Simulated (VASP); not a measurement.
Computed with PBE GGA, VASP's PBE PAW potentials (set 64) (plane waves; VASP 6.6.1).

The input files of a VASP run:

KPOINTS:
```
Automatic mesh
0
Gamma
5 5 1
0 0 0
```

POSCAR:
```
Zr16N
1
    6.4596472803     0.0000000000     0.0000000000
    3.2298236401     5.5942185357     0.0000000000
    0.0000000000     0.0000000000    21.8588014164
Zr N
16 1
Direct
  0.8329480319   0.3337660521   0.3242731380
  0.3332849159   0.3337660521   0.3242731380
  0.8335071543   0.8329846914   0.3245092891
  0.3336095159   0.8327799681   0.3245152092
  0.0000128538   0.0003487111   0.4380227711
  0.4996384351   0.0003487111   0.4380227711
  0.0001825844   0.4996348312   0.4382419841
  0.5000201699   0.4999596601   0.4380496281
  0.8318489565   0.3368127825   0.5611649585
  0.3313372610   0.3368127825   0.5611649585
  0.8343404739   0.8313180522   0.5608135505
  0.3358274796   0.8283440408   0.5605481538
  0.0218155117   0.9980679941   0.6860772987
  0.4801164942   0.9980679941   0.6860772987
  0.0029612603   0.4940774793   0.6770814674
  0.4949243704   0.5101512592   0.6778382063
  0.2502885310   0.9994229379   0.7420421790
```

**INCAR**
```
# general
SYSTEM  = Zr16N
PREC    = Normal
ENCUT   = 400
LREAL   = .FALSE.   # projection in real space or not
LASPH   = .TRUE.   # aspherical one-centre terms

# electronic loop
EDIFF   = 1E-6   # SCF stop (eV)
NELM    = 100   # most electronic steps
NELMIN  = 4
ALGO    = Normal
LMAXMIX = 4

# smearing
ISMEAR  = 1   # Methfessel-Paxton
SIGMA   = 0.1   # width (eV)

# functional
GGA     = PE   # PBE

# output
LWAVE   = .FALSE.
LCHARG  = .FALSE.
LORBIT  = 11   # lm-projected
LVHAR   = .TRUE.

# other
LDIPOL  = .TRUE.
IDIPOL  = 3
DIPOL   = 0.5 0.5 0.5
```

POTCAR, in this order: Zr_sv N (PBE.64 set). Program: vasp_std. Read from the step before: WAVECAR.

The resulting files:

**OSZICAR**
```
       N       E                     dE             d eps       ncg     rms          rms(c)
DAV:   1    -0.138783822750E+03   -0.13878E+03   -0.20540E-02  3136   0.286E-01    0.337E-01
DAV:   2    -0.140130302444E+03   -0.13465E+01   -0.47656E+00  3452   0.479E+00    0.520E+00
DAV:   3    -0.138768382319E+03    0.13619E+01   -0.41916E+00  3264   0.348E+00    0.189E-01
DAV:   4    -0.138778252079E+03   -0.98698E-02   -0.98217E-02  2944   0.433E-01    0.834E-02
DAV:   5    -0.138778632784E+03   -0.38071E-03   -0.58899E-03  3216   0.160E-01    0.530E-02
DAV:   6    -0.138778608707E+03    0.24077E-04   -0.53890E-04  2952   0.579E-02    0.382E-02
DAV:   7    -0.138778607399E+03    0.13080E-05   -0.12272E-04  2864   0.345E-02    0.358E-02
DAV:   8    -0.138778596695E+03    0.10704E-04   -0.19158E-05  2560   0.156E-02    0.262E-02
DAV:   9    -0.138778589862E+03    0.68331E-05   -0.13078E-05  2488   0.124E-02    0.147E-02
DAV:  10    -0.138778588506E+03    0.13557E-05   -0.57483E-06  2144   0.747E-03    0.848E-03
DAV:  11    -0.138778587999E+03    0.50728E-06   -0.28134E-06  1784   0.581E-03
   1 F= -.13877859E+03 E0= -.13877650E+03  d E =-.626728E-02
```

### OUTCAR
```
------------------------ aborting loop because EDIFF is reached ----------------------------------------
  FORCE on cell =-STRESS in cart. coord.  units (eV):
  Direction    XX          YY          ZZ          XY          YZ          ZX
  --------------------------------------------------------------------------------------
  Total       -1.5027637     -6.0933588     -7.5906652      0.0000000      0.0043518     -0.0000000
  in kB       -3.0480824    -12.3592682    -15.3962815      0.0000000      0.0088269     -0.0000000
  external PRESSURE =     -10.2678773 kB  Pullay stress =       0.0000000 kB
  volume of cell :      789.90
      direct lattice vectors                 reciprocal lattice vectors
     6.459647280  0.000000000  0.000000000     0.154807214 -0.089377989  0.000000000
     3.229823640  5.594218536  0.000000000     0.000000000  0.178755977  0.000000000
     0.000000000  0.000000000 21.858801416     0.000000000  0.000000000  0.045748163
 POSITION                                       TOTAL-FORCE (eV/Angst)
 -----------------------------------------------------------------------------------
      6.45856      1.86716      7.08822        -0.028647      0.029711      0.243854
      3.23091      1.86716      7.08822         0.028647      0.029711      0.243854
      8.07456      4.65990      7.09338         0.000000     -0.030212      0.310761
      4.84473      4.65875      7.09351         0.000000     -0.055895      0.250347
      0.00121      0.00195      9.57465        -0.024443     -0.008836     -0.032954
      3.22861      0.00195      9.57465         0.024443     -0.008836     -0.032954
      1.61491      2.79507      9.57944        -0.000000      0.094100     -0.322858
      4.84474      2.79688      9.57524         0.000000     -0.017356     -0.191252
      6.46130      1.88420     12.26639        -0.179052     -0.035662      0.251657
      3.22817      1.88420     12.26639         0.179052     -0.035662      0.251657
      8.07456      4.65057     12.25871        -0.000000      0.073396      0.332317
      4.84473      4.63394     12.25291         0.000000     -0.072107      0.119089
      3.36450      5.58341     14.99683        -2.034462      0.036362     -0.847088
      6.32497      5.58341     14.99683         2.034462      0.036362     -0.847088
      1.61491      2.76398     14.80019         0.000000     -0.058841     -0.296995
      4.84474      2.85390     14.81673        -0.000000      0.082643     -0.345927
      4.84474      5.59099     16.22015         0.000000     -0.058880      0.913580
 -----------------------------------------------------------------------------------
    total drift:                                0.046439      0.000686     -0.001162
  FREE ENERGIE OF THE ION-ELECTRON SYSTEM (eV)
  ---------------------------------------------------
  free  energy   TOTEN  =      -138.7785879991 eV

  energy  without entropy=     -138.7723207152  energy(sigma->0) =     -138.77649890

 total charge

# of ion       s       p       d       tot
------------------------------------------
    1        2.243   5.931   1.626   9.800
    2        2.243   5.931   1.626   9.800
    3        2.242   5.931   1.627   9.801
    4        2.243   5.932   1.627   9.801
    5        2.231   5.960   1.623   9.814
    6        2.231   5.960   1.623   9.814
    7        2.231   5.961   1.625   9.817
    8        2.231   5.962   1.624   9.817
    9        2.228   5.961   1.598   9.787
   10        2.228   5.961   1.598   9.787
   11        2.226   5.954   1.605   9.784
   12        2.227   5.961   1.602   9.790
   13        2.236   5.981   1.735   9.952
   14        2.236   5.981   1.735   9.952
   15        2.232   5.936   1.613   9.780
   16        2.228   5.931   1.624   9.783
   17        1.320   2.349   0.000   3.669
--------------------------------------------------
tot         37.055  97.583  26.110 160.749
```
(Selected blocks of OUTCAR.)

The run did not end as a converged relaxation.  At this cut-off the stress carries a Pulay error, which pulls relaxed volumes low.

The cell is a thin slab with vacuum, built from Zr (hcp): (001) face, N adsorbed.
